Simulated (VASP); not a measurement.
Runs of VASP 6.6.1 on Cl2Cd. The cell holds a molecule in a box, 3 atoms: a = 13.000 Å, b = 12.000 Å, c = 11.000 Å, α = 90.00°, β = 90.00°, γ = 90.00°. 

| task | level | potentials or basis | cell | grid for exact exchange (PRECFOCK) | exchange at q = 0 | gap on the mesh (eV) | largest force (eV/Å) |
| --- | --- | --- | --- | --- | --- | --- | --- |
| single point | LDA | VASP PAW LDA potentials, release 64 (Cl, Cd) | as given | - | - | 4.38 | 0.40 |
| electron localisation function | PBE | VASP PAW PBE potentials, release 64 (Cl, Cd) | as given | - | - | 4.49 | 0.24 |
| relaxation of the atoms | SCAN | VASP PAW PBE potentials, release 64 (Cl, Cd) | atoms relaxed | - | - | (a) | 0.01 |
| single point | vdW-DF2 | VASP PAW PBE potentials, release 64 (Cl, Cd) | as given | - | - | 4.25 | (b) |
| single point | r2SCAN0 | VASP PAW PBE potentials, release 64 (Cl, Cd) | as given | Normal | truncated | 7.08 | 0.01 |
| atomic charges | PBE+TS | VASP PAW PBE potentials, release 64 (Cl, Cd) | as given | - | - | 4.49 | (c) |
| single point | PBE | VASP PAW PBE potentials, release 64 (Cl, Cd) | as given | - | - | 4.49 | 0.24 |
| single point | revPBE | VASP PAW PBE potentials, release 64 (Cl, Cd) | as given | - | - | 4.54 | 0.44 |

Alike in all rows: no spin polarisation; k mesh 1 × 1 × 1; cutoff (eV) 520; smearing gaussian 0.01 eV.

Task: Fill in the values left out.

Result: (a) 5.00; (b) 0.84; (c) 0.23.

Caveats: the PAW data sets were made with another functional, which shifts forces and pressure a little (some runs).

A k mesh can miss the band edges, and the runs leave out spin-orbit coupling on Cd.

Not every run made on this cell is shown here.
